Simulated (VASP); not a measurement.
Given:

```xyz
2
Lattice="0.0000 2.1800 2.1800 2.1800 0.0000 2.1800 2.1800 2.1800 0.0000" Properties=species:S:1:pos:R:3 pbc="T T T"
Si     0.0000     0.0000     0.0000
C      1.0900     1.0900     1.0900
```

Computed with PBE GGA, VASP's PBE PAW potentials (set 64) (plane waves; VASP). Settings: 400 eV cut-off, 10×10×10 Γ-centred mesh, Fermi-Dirac smearing of 0.020 eV, potentials Si C.

At this cut-off the stress carries a Pulay error, which pulls relaxed volumes low.

**Question.** Give the stress tensor in GPa (positive for a compressed cell).

**Answer.** 
```
1.75  0.00  0.00
0.00  1.75  0.00
0.00  0.00  1.75
```
The pressure is its mean diagonal, 1.75 GPa.

The structure is a typed SiC crystal (F-43m). The cell was not relaxed at this level.
